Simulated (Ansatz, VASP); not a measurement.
# HfTiSi2: VASP beside Ansatz, part 2 of 2

One calculation is typed for both programs; each brings its own data sets. How far apart do they land? The cell is invented: As first built, before any earlier steps moved the atoms (in the runner's words): it takes the ZrTiC2 structure with some of its atoms replaced by other elements, volume scaled by an estimate. It may not be a known or stable phase. Of the first pair: The cell is a member of a volume series, scaled by 0.96 from a relaxed one, so a pressure remains. Valence electrons are named where the data sets of a main pair hold unlike numbers.

VASP 6.6.1 and Ansatz 0.2.0.

So far. Step 2 (Ansatz: single point, PBE with D4, volume scaled by …): The run ends at a pressure of 5.60 GPa, with forces up to 0.057 eV/Å. Step 5 (VASP: single point, PBE with D4, volume scaled by 1.06): The run ends at a pressure of -6.46 GPa, with forces up to 0.083 eV/Å.

### 6. Ansatz: single point, PBE with D4, volume scaled by 1.06

Level of this step: Ansatz beside VASP: Kohn-Sham DFT, plane waves, PBE with D4 (Ansatz).

The same cell, functional, mesh and smearing now go to Ansatz, which takes its cutoff from its data sets.

The cell is a member of a volume series, scaled by 1.06 from a relaxed one, so a pressure remains.

File input.yaml:

```yaml
crystal:
  lattice:
    - [1.9075493171, 1.1013241148, 5.8445601506]
    - [-1.9075493171, 1.1013241148, 5.8445601506]
    - [0.0, -2.2026482194, 5.8445601506]
  atoms:
    - { symbol: Hf, position: [0.5, 0.5, 0.5] }
    - { symbol: Ti, position: [0.0, 0.0, 0.0] }
    - { symbol: Si, position: [0.743783874, 0.743783874, 0.743783874] }
    - { symbol: Si, position: [0.256216126, 0.256216126, 0.256216126] }
hamiltonian:
  xc: pbe
  pseudopotentials: { kind: paw }
  dispersion: d4
kpoints:
  mp_grid: { grid: [8, 8, 8] }
scf:
  occupations: { method: gaussian, width: 0.05 }
  n_extra_bands: 5
output:
  forces: true
  stress: true
  eigenvalues: true
```

On the command line:

```sh
$ ansatz run input.yaml --threads 2 --pin off --max-ram 4608MiB --backend cpu --events-out ev --progress --plain --runs-dir out
```

Numbers of over 12 decimals in the logs are rounded to 6 here.

What it wrote:

```text
[...]
Crystal: 4 atoms, lattice volume = 73.671 Å³
Basis set: ecut = 420 eV, 1453 PW (Γ), FFT grids on a1−a3, a2−a3, a3, exchange–correlation on 54×54×90 points (8 copies of the dense FFT grid, shifted against one another)
Bands: 28, of which v1, the nominal top of the filled ones, is band 23 counted from 1 (22 counted from 0)
Symmetry: 12 space group operations
[...]
k-point 0: bands = [... 19 lower, 10.5846, 12.6498, 12.6498, 13.1943, 13.3729, 13.3729, 15.2265, 15.2265, ... 1 higher]
  k-point 1: bands = [... 19 lower, 10.6845, 12.1980, 12.4682, 12.5469, 13.2359, 13.4214, 14.8308, 14.9061, ... 1 higher]
  k-point 2: bands = [... 19 lower, 10.9009, 10.9238, 11.6510, 12.0344, 13.3575, 13.7504, 14.5664, 14.8152, ... 1 higher]
  k-point 64: bands = [... 19 lower, 11.3242, 11.3242, 11.6474, 11.6474, 13.3024, 13.3024, 14.1364, 14.1364, ... 1 higher]
[key lines of the parts left out:]
SCF converged after 7 iterations
Free energy (F): -19495.769513 eV
Fermi energy:    12.716931 eV
P = ⅓ Tr σ = -6.3004 GPa (-63.004 kbar)
```

Elapsed: 6.8 s, on 2 threads of Arm Neoverse N1, shared host; peak memory 0.43 GiB; 13 s of CPU time.

The run ends at a pressure of -6.30 GPa, with forces up to 0.078 eV/Å.

### 7. Comparison

What differs besides the data sets and the points named for the pairs above, as far as they apply: the data sets hold 46 valence electrons in Ansatz (on its default PAW (the set named soft_2) files) and 30 in VASP. Total energies have different zeros and are not compared.

Compared:

| quantity | Ansatz | VASP | difference |
| --- | --- | --- | --- |
| pressure (GPa) | -6.30 | -6.46 | +0.16 |

Forces (eV/Å; atoms numbered as in POSCAR):

| atom | Ansatz x, y, z | VASP x, y, z |
| --- | --- | --- |
| Hf1 | 0.000, 0.000, 0.000 | 0.000, 0.000, 0.000 |
| Ti2 | 0.000, 0.000, 0.000 | 0.000, 0.000, 0.000 |
| Si3 | 0.000, 0.000, 0.078 | 0.000, 0.000, 0.083 |
| Si4 | 0.000, 0.000, -0.078 | 0.000, 0.000, -0.083 |

The forces differ by 2.2 meV/Å r.m.s., which is 6.6 % of the r.m.s. force of 0.034 eV/Å (both taken over all components).

### 8. VASP: electric field gradients, PBE with D4

Field gradients test the density near the nuclei, where the PAW reconstruction matters most. The cell compared in this pair holds 69.50 Å³, against 73.67 Å³ for the pair before.

File INCAR:

```
SYSTEM = HfTiSi2
PREC = Accurate
ENCUT = 400
EDIFF = 1E-07
NELM = 100
ISMEAR = 0
SIGMA = 0.05
LREAL = .FALSE.
ALGO = Normal
GGA = PE
IVDW = 13
NBANDS = 21
LORBIT = 11
LWAVE = .FALSE.
LCHARG = .FALSE.
KPAR = 2
LEFG = .TRUE.
LASPH = .TRUE.
```

File POSCAR:

```
HfTiSi2
1.0
    1.8708565400      1.0801395300      5.7321367700
   -1.8708565400      1.0801395300      5.7321367700
    0.0000000000     -2.1602790500      5.7321367700
Hf Ti Si
1 1 2
Direct
    0.5000000000      0.5000000000      0.5000000000
    0.0000000000      0.0000000000      0.0000000000
    0.7437838740      0.7437838740      0.7437838740
    0.2562161260      0.2562161260      0.2562161260
```

File KPOINTS:

```
Automatic mesh
0
Gamma
8 8 8
0 0 0
```

Potentials, in the order of the species: Hf_pv, Ti_sv and Si (PBE family, release 64).

On the command line:

```sh
$ mpirun -np 2 vasp_std
```

What it wrote:

```text
[... set-up lines as in an earlier step ...]
 entering main loop
       N       E                     dE             d eps       ncg     rms          rms(c)
DAV:   1     0.181850983791E+03    0.18185E+03   -0.12768E+04  2738   0.118E+03
DAV:   2    -0.183767651362E+02   -0.20023E+03   -0.19267E+03  2884   0.338E+02
DAV:   3    -0.335688020335E+02   -0.15192E+02   -0.14625E+02  4387   0.792E+01
DAV:   4    -0.340223293140E+02   -0.45353E+00   -0.45129E+00  3601   0.124E+01
[...]
DAV:  15    -0.305684747513E+02   -0.32091E-06   -0.11982E-06  3670   0.716E-03    0.462E-03
DAV:  16    -0.305684743783E+02    0.37300E-06   -0.21845E-06  3796   0.113E-02    0.174E-03
DAV:  17    -0.305684743198E+02    0.58477E-07   -0.95901E-08  2257   0.282E-03
ion   1
     0.0000000    -0.0000000     0.0000001    -0.3380161     0.0000000     0.0000001
     0.0000654    -0.0000000     0.0000001    -0.3380161     0.0000000     0.0000001
     0.0000901    -0.0000000     0.0000001    -0.3380161     0.0000000     0.0000001
     0.0001241    -0.0000000     0.0000001    -0.3380161     0.0000000     0.0000001
[...]
0.0000000     0.0000000     0.0000002   -10.9680880    -0.0000000     0.0000001
     0.0000353     0.0000000     0.0000002   -10.9680690    -0.0000000     0.0000001
     0.0000487     0.0000000     0.0000002   -10.9680574    -0.0000000     0.0000001
     0.0000670     0.0000000     0.0000002   -10.9680379    -0.0000000     0.0000001
     0.0000923     0.0000000     0.0000002   -10.9680056    -0.0000000     0.0000001

ion   4
     0.0000000     0.0000000     0.0000000    -0.7802151     0.0000000     0.0000000
     0.0000353     0.0000000     0.0000000    -0.7802151     0.0000000     0.0000000
     0.0000487     0.0000000     0.0000000    -0.7802151     0.0000000     0.0000000
     0.0000670     0.0000000     0.0000000    -0.7802151     0.0000000     0.0000000
     0.0000923     0.0000000     0.0000000    -0.7802151     0.0000000     0.0000000

     0.0000000     0.0000000     0.0000002   -10.9680880     0.0000000     0.0000001
     0.0000353     0.0000000     0.0000002   -10.9680690     0.0000000     0.0000001
     0.0000487     0.0000000     0.0000002   -10.9680574     0.0000000     0.0000001
     0.0000670     0.0000000     0.0000002   -10.9680379     0.0000000     0.0000001
     0.0000923     0.0000000     0.0000002   -10.9680056     0.0000000     0.0000001

   1 F= -.31802401E+02 E0= -.31801927E+02  d E =-.947418E-03
```

OUTCAR, selected parts (step 8):

```text
  Edisp (eV):   -1.23393

  Total      -0.00205    -0.00205    -0.02128     0.00000    -0.00000     0.00000
  in kB      -0.04735    -0.04735    -0.49066     0.00000    -0.00000     0.00000
  external pressure =       -0.20 kB  Pullay stress =        0.00 kB

 POSITION                                       TOTAL-FORCE (eV/Angst)
 -----------------------------------------------------------------------------------
      0.00000      0.00000      8.59821         0.000000     -0.000000     -0.000000
      0.00000      0.00000      0.00000         0.000000     -0.000000     -0.000000
      0.00000      0.00000     12.79041         0.000000     -0.000000     -0.002985
      0.00000      0.00000      4.40600         0.000000      0.000000      0.002985
 -----------------------------------------------------------------------------------
    total drift:                                0.000000      0.000000     -0.000000

  FREE ENERGIE OF THE ION-ELECTRON SYSTEM (eV)
  ---------------------------------------------------
  free  energy   TOTEN  =       -31.8024005609 eV

  energy  without entropy=      -31.8014531432  energy(sigma->0) =      -31.80192685

[... 1 part as in an earlier step ...]

[... 2 further parts left out ...]
[key lines of the parts left out:]
E-fermi :   7.3284
```

The run ends at a pressure of -0.02 GPa, with forces up to 0.0030 eV/Å.

### 9. Ansatz: electric field gradients, PBE with D4

The same cell, functional, mesh and smearing now go to Ansatz, which takes its cutoff from its data sets.

The cell is taken from a series of VASP runs on this material, whose earlier steps may have relaxed, scaled or displaced it; both programs get it as it stands.

input.yaml, the sections that differ from step 6:

```yaml
crystal:
  lattice:
    - [1.87085654, 1.08013953, 5.73213677]
    - [-1.87085654, 1.08013953, 5.73213677]
    - [0.0, -2.16027905, 5.73213677]
  atoms:
    - { symbol: Hf, position: [0.5, 0.5, 0.5] }
    - { symbol: Ti, position: [0.0, 0.0, 0.0] }
    - { symbol: Si, position: [0.743783874, 0.743783874, 0.743783874] }
    - { symbol: Si, position: [0.256216126, 0.256216126, 0.256216126] }
output:
  forces: true
  stress: true
  eigenvalues: true
  efg: {}
# hamiltonian, kpoints, scf: as in step 6
```

On the command line:

```sh
$ ansatz run input.yaml --threads 2 --pin off --max-ram 4608MiB --backend cpu --events-out ev --progress --plain --runs-dir out
```

What it wrote:

```text
[...]
Hf: output.efg is read without spin–orbit coupling, which moves field gradients at and beside such atoms by some per cent and up to a factor of two; PAW files take it under magnetization.noncollinear and magnetization.spin_orbit
[...]
Crystal: 4 atoms, lattice volume = 69.501 Å³
[...]
k-point 0: bands = [... 19 lower, 11.3745, 13.4976, 13.4976, 14.0924, 14.3007, 14.3007, 16.3290, 16.3290, ... 1 higher]
  k-point 1: bands = [... 19 lower, 11.4855, 13.0434, 13.3292, 13.4310, 14.1457, 14.3497, 15.9135, 15.9766, ... 1 higher]
  k-point 2: bands = [... 19 lower, 11.7475, 11.7510, 12.4620, 12.9026, 14.2911, 14.7115, 15.6023, 15.8609, ... 1 higher]
  k-point 64: bands = [... 19 lower, 12.1536, 12.1536, 12.4878, 12.4878, 14.2348, 14.2348, 15.0766, 15.0766, ... 1 higher]
[key lines of the parts left out:]
SCF converged after 7 iterations
Free energy (F): -19495.853633 eV
Fermi energy:    13.640112 eV
P = ⅓ Tr σ = 0.1485 GPa (1.485 kbar)
```

It took 8.6 s on 2 threads; peak memory 0.51 GiB.

The run ends at a pressure of 0.15 GPa, with forces up to 3.5e-4 eV/Å.

### 10. Differences

What differs besides the data sets and the points named for the pairs above, as far as they apply: Ansatz adds the response of the frozen cores to the gradients, VASP leaves it out; the data sets hold 46 valence electrons in Ansatz (on its default PAW (the set named soft_2) files) and 30 in VASP. Total energies have different zeros and are not compared.

The two programs side by side:

| quantity | Ansatz | VASP | difference |
| --- | --- | --- | --- |
| pressure (GPa) | 0.15 | -0.02 | +0.17 |
| Vzz at Hf1 (V/Å²) | 31.8 | 27.3 | +4.5 |
| Vzz at Si3 (V/Å²) | 14.0 | 13.9 | +0.1 |
| Vzz at Si4 (V/Å²) | 14.0 | 13.9 | +0.1 |

At this near-relaxed geometry the largest component of a force difference is 3 meV/Å.

### 11. Further runs

Further runs change the set-up of one program: Ansatz's method, potentials or start, or VASP's data sets, cutoff or form of LDA. The table gives Ansatz less VASP for each quantity, since a change that brings one quantity closer may part another.

| run | r.m.s. force difference (meV/Å) | pressure (GPa) | Vzz at Hf1 (V/Å²) | Vzz at Si3 (V/Å²) | Vzz at Si4 (V/Å²) |
| --- | --- | --- | --- | --- | --- |
| as above | 1.1 | 0.17 | 4.5 | 0.054 | 0.054 |
| cores kept as stored | 1.1 | 0.17 | 2.6 | -0.67 | -0.67 |
| Ansatz's larger PAW set (cutoff 910 eV) | 0.26 | 0.15 | 4.7 | 0.043 | 0.043 |

### 12. What came out

| Item | Value |
| --- | --- |
| difference in pressure (single point, PBE with D4, volume scaled by 0.96) | 0.051 GPa |
| r.m.s. force difference (single point, PBE with D4, volume scaled by 1.06) | 2.2 meV/Å |
| difference in Vzz at Hf1 (electric field gradients, PBE with D4) | 4.5 V/Å² |

What this shows: The r.m.s. force difference is 2.2 meV/Å (single point, PBE with D4, volume scaled by 1.06), within the 12 meV/Å picked in this series as the mark of a large difference. The data sets hold unlike numbers of valence electrons (46 in Ansatz and 30 in VASP), so part of the differences comes from the potentials. Electric field gradients, PBE with D4, cores kept as stored: the difference in Vzz at Hf1 goes from 4.5 to 2.6 V/Å²; the difference in Vzz at Si3 goes from 0.054 to -0.67 V/Å²; the difference in Vzz at Si4 goes from 0.054 to -0.67 V/Å². Electric field gradients, PBE with D4, Ansatz's larger PAW set (cutoff 910 eV): r.m.s. force difference goes from 1.1 to 0.26 meV/Å. 2 further runs of this series are not shown here. How closely two codes agree says nothing of how well the functional describes the real material.

[Lines on the potential files, build, host, timing and source positions are cut from VASP's logs without a mark.]

[Logs are printed without paths, hosts, clocks, repeated set-up lines and the standing remarks that a program may print on its own settings, such as how far it seeks lower states.]

[Hosts, paths, dates, database ids (printed as entryN), source tags and the programs' standing remarks are cut or masked in the printed files.]
